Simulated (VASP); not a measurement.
Consider the following.

```xyz
2
Lattice="0.0000 2.7218 2.7218 2.7218 0.0000 2.7218 2.7218 2.7218 0.0000" Properties=species:S:1:pos:R:3 pbc="T T T"
Si     1.3609     1.3609     1.3609
Si     0.0000     0.0000     0.0000
```

The numbers are results of G0W0 on PBE orbitals, VASP's PBE PAW potentials (set 64) (plane waves; VASP 6.6.1), not measurements. Run with PREC = Normal, 350 eV cut-off, 4×4×4 Γ-centred mesh, Gaussian smearing of 0.010 eV, potentials Si_GW.

The mesh is coarse and the basis finite, so the quasiparticle values are not converged.

NBANDS = 88, ENCUTGW = 170 eV, NOMEGA = 64. The PBE levels (eV) that the step starts from are:

| state | KS energy | filling |
|---|---|---|
| k1 (0.00, 0.00, 0.00), band 1 | -6.48 | 2 |
| k1 (0.00, 0.00, 0.00), band 2 | 5.44 | 2 |
| k1 (0.00, 0.00, 0.00), band 3 | 5.44 | 2 |
| k1 (0.00, 0.00, 0.00), band 4 | 5.44 | 2 |
| k1 (0.00, 0.00, 0.00), band 5 | 7.98 | 0 |
| k1 (0.00, 0.00, 0.00), band 6 | 7.98 | 0 |
| k1 (0.00, 0.00, 0.00), band 7 | 7.98 | 0 |
| k1 (0.00, 0.00, 0.00), band 8 | 8.72 | 0 |
| k6 (-0.25, 0.25, 0.00), band 1 | -4.45 | 2 |
| k6 (-0.25, 0.25, 0.00), band 2 | -0.04 | 2 |
| k6 (-0.25, 0.25, 0.00), band 3 | 1.70 | 2 |
| k6 (-0.25, 0.25, 0.00), band 4 | 4.11 | 2 |
| k6 (-0.25, 0.25, 0.00), band 5 | 7.87 | 0 |
| k6 (-0.25, 0.25, 0.00), band 6 | 10.20 | 0 |
| k6 (-0.25, 0.25, 0.00), band 7 | 10.55 | 0 |
| k6 (-0.25, 0.25, 0.00), band 8 | 11.54 | 0 |
| k8 (-0.25, 0.50, 0.25), band 1 | -2.20 | 2 |
| k8 (-0.25, 0.50, 0.25), band 2 | -2.20 | 2 |
| k8 (-0.25, 0.50, 0.25), band 3 | 1.60 | 2 |
| k8 (-0.25, 0.50, 0.25), band 4 | 1.60 | 2 |
| k8 (-0.25, 0.50, 0.25), band 5 | 9.70 | 0 |
| k8 (-0.25, 0.50, 0.25), band 6 | 9.70 | 0 |
| k8 (-0.25, 0.50, 0.25), band 7 | 10.40 | 0 |
| k8 (-0.25, 0.50, 0.25), band 8 | 10.40 | 0 |

### Question
Give the quasiparticle energies and renormalisation factors Z.

### Answer

| state | QP energy (eV) | Z |
|---|---|---|
| k1 (0.00, 0.00, 0.00), band 1 | -6.86 | 0.69 |
| k1 (0.00, 0.00, 0.00), band 2 | 5.01 | 0.76 |
| k1 (0.00, 0.00, 0.00), band 3 | 5.01 | 0.76 |
| k1 (0.00, 0.00, 0.00), band 4 | 5.01 | 0.76 |
| k1 (0.00, 0.00, 0.00), band 5 | 8.15 | 0.75 |
| k1 (0.00, 0.00, 0.00), band 6 | 8.15 | 0.75 |
| k1 (0.00, 0.00, 0.00), band 7 | 8.15 | 0.75 |
| k1 (0.00, 0.00, 0.00), band 8 | 9.02 | 0.75 |
| k6 (-0.25, 0.25, 0.00), band 1 | -4.85 | 0.69 |
| k6 (-0.25, 0.25, 0.00), band 2 | -0.46 | 0.71 |
| k6 (-0.25, 0.25, 0.00), band 3 | 1.22 | 0.74 |
| k6 (-0.25, 0.25, 0.00), band 4 | 3.66 | 0.75 |
| k6 (-0.25, 0.25, 0.00), band 5 | 7.99 | 0.76 |
| k6 (-0.25, 0.25, 0.00), band 6 | 10.39 | 0.74 |
| k6 (-0.25, 0.25, 0.00), band 7 | 10.63 | 0.75 |
| k6 (-0.25, 0.25, 0.00), band 8 | 11.67 | 0.74 |
| k8 (-0.25, 0.50, 0.25), band 1 | -2.58 | 0.69 |
| k8 (-0.25, 0.50, 0.25), band 2 | -2.58 | 0.69 |
| k8 (-0.25, 0.50, 0.25), band 3 | 1.11 | 0.73 |
| k8 (-0.25, 0.50, 0.25), band 4 | 1.11 | 0.73 |
| k8 (-0.25, 0.50, 0.25), band 5 | 9.73 | 0.76 |
| k8 (-0.25, 0.50, 0.25), band 6 | 9.73 | 0.76 |
| k8 (-0.25, 0.50, 0.25), band 7 | 10.58 | 0.74 |
| k8 (-0.25, 0.50, 0.25), band 8 | 10.58 | 0.74 |
On the mesh the gap opens from 0.71 to 1.15 eV.

The structure comes from a computed database's Si entry (Fd-3m); how it stands against other phases isn't given here. The cell was not relaxed at this level. The k-mesh is coarse (spacing up to 0.50 per Å, 2π included), so the numbers may not be converged in it.
